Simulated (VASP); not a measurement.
Computed with PBEsol GGA, VASP's PBE PAW potentials (set 64) (plane waves; VASP).

VASP input:

INCAR:
```
! general
SYSTEM   =  TaW
PREC     =  Accurate
ENCUT    =  400
LREAL    =  .FALSE.
LASPH    =  .TRUE.

! electronic loop
EDIFF    =  1E-7
NELM     =  100
ALGO     =  Normal
LMAXMIX  =  6

! smearing
ISMEAR   =  -5

! functional
GGA      =  PS

! ions
ISIF     =  2

! output
LWAVE    =  .FALSE.
LCHARG   =  .TRUE.
LORBIT   =  11
NEDOS    =  601
```

**KPOINTS**
```
Automatic mesh
0
Gamma
9 18 18
0 0 0
```

File POSCAR:
```
TaW
1
   -3.1960579645     3.1872246028     3.1872246028
    1.5980289822    -1.6202325522     1.6202325522
    1.5980289822     1.6202325522    -1.6202325522
W Ta
1 1
Direct
  0.0000000000   0.0000000000   0.0000000000
  0.5000000000   0.0000000000   0.0000000000
```

POTCAR, in this order: W_sv Ta_pv (PBE.64 set). Program: vasp_std.

Unless said otherwise, spin-orbit coupling is left out, though it shifts the bands of the heavy elements here.

**Question.** Predict the energy per atom (σ→0), band gap (on the k-mesh).

**Answer.** 
```yaml
energy per atom (σ→0): -13244 meV/atom
band gap (on the k-mesh): none (metal, semimetal or under 0.01 eV)
```

### OSZICAR
```
...
DAV:   8    -0.264914935839E+02    0.15878E+00   -0.12340E+00 20208   0.589E+00    0.862E-01
DAV:   9    -0.264884743046E+02    0.30193E-02   -0.16594E-02 15344   0.111E+00    0.293E-01
DAV:  10    -0.264884409791E+02    0.33326E-04   -0.56152E-04 20208   0.248E-01    0.781E-02
DAV:  11    -0.264884263214E+02    0.14658E-04   -0.12037E-04 18968   0.909E-02    0.475E-02
DAV:  12    -0.264884300295E+02   -0.37082E-05   -0.13385E-05 19872   0.245E-02    0.100E-02
DAV:  13    -0.264884298287E+02    0.20084E-06   -0.14372E-06 19896   0.952E-03    0.236E-03
DAV:  14    -0.264884298231E+02    0.55807E-08   -0.66852E-08  8520   0.194E-03
   1 F= -.26488430E+02 E0= -.26488430E+02  d E =0.000000E+00
```

The structure was generated: TaW was put into an ordered model structure (Cmmm), which need not be its known phase. It was relaxed first. The electron count is odd and the run is not spin-polarised, which forces a metal.
